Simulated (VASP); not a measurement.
A run of VASP 6.6.1 is set up as follows.

Contents of INCAR:

```
PREC = Accurate
ENCUT = 520
EDIFF = 1E-7
ISMEAR = -1
SIGMA = 0.05
LREAL = False
LASPH = True
NELM = 80
ALGO = Normal
ISIF = 2
LWAVE = False
LCHARG = False
GGA = PE
NBANDS = 23
```

File KPOINTS:

```
Automatic mesh
0
Gamma
  7 7 6
```

File POSCAR:

```
SrTiC2
1.0
    3.6930810400      0.0000000000      0.0000000000
    0.0000000000      3.6930810400      0.0000000000
    0.0000000000      0.0000000000      5.0075477400
Sr Ti C
1 1 2
Direct
    0.5000000000      0.5000000000      0.5000000000
    0.0000000000      0.0000000000      0.0000000000
    0.0000000000      0.0000000000      0.5000000000
    0.5000000000      0.5000000000      0.0000000000
```

Potentials or basis: VASP PAW PBE potentials, release 64 (Sr_sv, Ti_sv, C).

Command:

```sh
$ cat potpaw_PBE.64/Sr_sv/POTCAR potpaw_PBE.64/Ti_sv/POTCAR potpaw_PBE.64/C/POTCAR > POTCAR
$ mpirun -np 1 vasp_std > vasp.out
```

(1) What does it give for the pressure?

(2) Estimate the band gap on the k mesh.

## Answers

(1) -12.5 GPa.

(2) none (metal or under the smearing width).
